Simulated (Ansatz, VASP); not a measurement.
**One calculation of Mg3NbO2, two programs**

```
Mg Nb O
1.0
     4.74127    0.00000    0.00000
    -2.37064    4.10606    0.00000
     0.00000    0.00000    4.21293
Mg Nb O
3 1 2
Direct
  0.51977 0.48023 0.50000
  0.51977 0.03954 0.50000
  0.96046 0.48023 0.50000
  0.33333 0.66667 0.00000
  0.33333 0.66667 0.50000
  0.00000 0.00000 0.00000
```

Alike in both runs: task single point; functional PBE; k mesh 6 × 6 × 4; occupations gaussian, width 0.1 eV; no spin polarisation.

|  | VASP | Ansatz |
| --- | --- | --- |
| version | VASP 6.6.1 | Ansatz 0.2.0 |
| potentials or method | VASP PAW PBE potentials, release 64 (Mg, Nb_sv, O) | scalar-relativistic, plane waves, PAW |
| plane-wave cutoff (eV) | 520 | 420 |
| valence electrons in the cell | 31 | 55 |

|  | VASP | Ansatz | Ansatz less VASP |
| --- | --- | --- | --- |
| gap on the k mesh at the Fermi level (eV) | none | none | - |
| rms of the force components (eV/Å) | 2.570 | 2.384 | -0.1860 |

Atom by atom the forces differ by 0.186 eV/Å (rms over components). A gap of «none» marks a metal or a gap that the smearing closes. The functional is the same, so the differences come from potentials, cutoffs and numerics. The two sets of potentials don't hold the same shells in valence.

Caveats: the k mesh is coarse (spacing up to 0.37 Å⁻¹), so the values aren't converged; an odd number of electrons without spin polarisation forces a metal; a magnetic or distorted state may lie lower.
